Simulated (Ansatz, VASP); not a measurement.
## BeAlS3 in VASP and in Ansatz

```xyz
5
Lattice="4.2428 0.0000 0.0000 0.0000 4.2428 0.0000 0.0000 0.0000 4.2622" Properties=species:S:1:pos:R:3 pbc="T T T"
Be    0.0000    0.0000    0.0000
Al    2.1214    2.1214    2.0544
S     2.1214    2.1214    0.0682
S     2.1214    0.0000    2.1950
S     0.0000    2.1214    2.1950
```

Change from the starting cell: species swapped into the BaTiO3 type (P4mm, No. 99).

Alike in both runs: task single point; functional PBE; k mesh 4 × 4 × 4; occupations gaussian, width 0.1 eV; no spin polarisation.

|  | VASP | Ansatz |
| --- | --- | --- |
| version | VASP 6.6.1 | Ansatz 0.2.0 |
| potentials or method | VASP PAW PBE potentials, release 64 (Be, Al, S) | scalar-relativistic, plane waves, PAW |
| plane-wave cutoff (eV) | 520 | 420 |
| valence electrons in the cell | 23 | 23 |

VASP gave:

| Property | Result |
| --- | --- |
| gap on the k mesh at the Fermi level (eV) | none |
| pressure (GPa) | 26.4 |
| largest component of the traceless stress (GPa) | 3.64 |
| rms of the force components (eV/Å) | 1.367 |

**Question.** Estimate Ansatz's values.

**Answer.** gap on the k mesh at the Fermi level (eV): none; pressure (GPa): 26.6; largest component of the traceless stress (GPa): 3.65; rms of the force components (eV/Å): 1.376.

Atom by atom the forces differ by 0.009 eV/Å (rms over components). A gap of «none» marks a metal or a gap that the smearing closes.

Caveats: the k mesh is coarse (spacing up to 0.37 Å⁻¹), so the values aren't converged; so large a pressure means that the cell lies far from this level's equilibrium, or that cutoff or potentials fall short (VASP); forces of over 1 eV/Å show positions far from the minimum, so gaps and moduli don't describe the material at rest.
